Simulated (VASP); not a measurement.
Output of a VASP run:

**OSZICAR**
```
       N       E                     dE             d eps       ncg     rms          rms(c)
DAV:   1     0.107357123725E+03    0.10736E+03   -0.96403E+03 26072   0.122E+03
DAV:   2    -0.222682450037E+02   -0.12963E+03   -0.12793E+03 30471   0.318E+02
DAV:   3    -0.256637197084E+02   -0.33955E+01   -0.33208E+01 34806   0.463E+01
DAV:   4    -0.256878430759E+02   -0.24123E-01   -0.24107E-01 30002   0.453E+00
DAV:   5    -0.256881604476E+02   -0.31737E-03   -0.31736E-03 35175   0.507E-01    0.238E+01
DAV:   6    -0.248951916242E+02    0.79297E+00   -0.51324E+00 31829   0.164E+01    0.777E+00
DAV:   7    -0.248118204727E+02    0.83371E-01   -0.37518E-01 29778   0.354E+00    0.444E+00
DAV:   8    -0.247872655150E+02    0.24555E-01   -0.57008E-02 33726   0.210E+00    0.307E-01
DAV:   9    -0.247868571894E+02    0.40833E-03   -0.14253E-03 30933   0.316E-01    0.185E-01
DAV:  10    -0.247867806848E+02    0.76505E-04   -0.36524E-04 32823   0.188E-01    0.348E-02
DAV:  11    -0.247867731836E+02    0.75012E-05   -0.47504E-05 32606   0.579E-02    0.151E-02
DAV:  12    -0.247867730660E+02    0.11764E-06   -0.22757E-06 22459   0.108E-02
   1 F= -.24786773E+02 E0= -.24786807E+02  d E =0.102880E-03
```

**OUTCAR**
```
------------------------ aborting loop because EDIFF is reached ----------------------------------------
  FORCE on cell =-STRESS in cart. coord.  units (eV):
  Direction    XX          YY          ZZ          XY          YZ          ZX
  --------------------------------------------------------------------------------------
  Total       -0.5425391     -1.3883324     -1.2586911      0.0000046      0.0000056      0.0000030
  in kB      -20.7611380    -53.1267889    -48.1658534      0.0001747      0.0002145      0.0001151
  external PRESSURE =     -40.6845935 kB  Pullay stress =       0.0000000 kB
  volume of cell :       41.87
      direct lattice vectors                 reciprocal lattice vectors
    -1.615401000  1.634181000  3.965062000     0.000000000  0.305963660  0.126101433
     1.615401000 -1.634181000  3.965062000     0.309520670  0.000000000  0.126101433
     1.615401000  1.634181000 -3.965062000     0.309520670  0.305963660  0.000000000
 POSITION                                       TOTAL-FORCE (eV/Angst)
 -----------------------------------------------------------------------------------
      0.00000      0.00000      5.27353         0.249410     -0.000000      0.051112
      0.00000      0.00000      2.65659         0.249410      0.000000     -0.051112
      0.05359      0.00000      0.00000        -0.498820     -0.000000     -0.000000
 -----------------------------------------------------------------------------------
    total drift:                                0.000007      0.000000      0.000001
  FREE ENERGIE OF THE ION-ELECTRON SYSTEM (eV)
  ---------------------------------------------------
  free  energy   TOTEN  =       -24.7867730660 eV

  energy  without entropy=      -24.7868759462  energy(sigma->0) =      -24.78680736
```
(Selected blocks of OUTCAR.)

File POSCAR:
```
WSi2
1
   -1.6154010000     1.6341810000     3.9650620000
    1.6154010000    -1.6341810000     3.9650620000
    1.6154010000     1.6341810000    -3.9650620000
Si W
2 1
Direct
  0.6650000000   0.6650000000   0.0000000000
  0.3350000000   0.3350000000   0.0000000000
 -0.0000000000   0.0165870000   0.0165870000
```

**Question.** Reconstruct the remaining input files.

**Answer.** This is not unique; one that fits is the input of the run itself, PBE GGA, plane waves, VASP's PBE PAW potentials (set 64).

KPOINTS:
```
Automatic mesh
0
Gamma
12 12 12
0 0 0
```

**INCAR**
```
! general
SYSTEM =WSi2
PREC   =Accurate
ENCUT  =400   ! plane-wave cut-off (eV)
LREAL  =.False.   ! projection in real space or not
LASPH  =.True.
ISYM   =0

! electronic loop
EDIFF  =1E-6
NELM   =100   ! most electronic steps
ALGO   =Normal   ! blocked Davidson
LMAXMIX=6

! smearing
ISMEAR =1   ! Methfessel-Paxton
SIGMA  =0.1

! functional
GGA    =PE   ! PBE

! ions
ISIF   =2

! output
LWAVE  =.False.
LCHARG =.False.
```

POTCAR, in this order: Si W_sv (PBE.64 set). Program: vasp_std.

The compound is WSi2 in the MoSi2 type structure. The cell was not relaxed at this level. The run is one of a series of settings (ISYM = 0 against the base run), some of them coarse on purpose.
